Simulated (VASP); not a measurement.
TaSb (relaxed from the zinc blende structure, space group F-43m): computed properties

Method: PBEsol GGA, VASP's PBE PAW potentials (set 64) (plane waves; VASP).

```yaml
space_group: F-43m (216)
cell: a = 6.209 Å, b = 6.209 Å, c = 6.209 Å, α = 90.00°, β = 90.00°, γ = 90.00°
volume_per_atom: 29.91 Å³/atom
band gap (over mesh and band path): none (metal, semimetal or under 0.01 eV)
density: 8.40 g/cm³
```

```xyz
2
Lattice="0.0000 3.1043 3.1043 3.1043 0.0000 3.1043 3.1043 3.1043 0.0000" Properties=species:S:1:pos:R:3 pbc="T T T"
Ta     0.0000     0.0000     0.0000
Sb     1.5521     1.5521     1.5521
```

Unless said otherwise, spin-orbit coupling is left out, though it shifts the bands of the heavy elements here.

The structure was generated: TaSb was put into the zinc blende type (F-43m), which need not be its known phase. It was relaxed first, which changed the volume by -34 %. Symmetry was kept, so distortions that lower it aren't found.
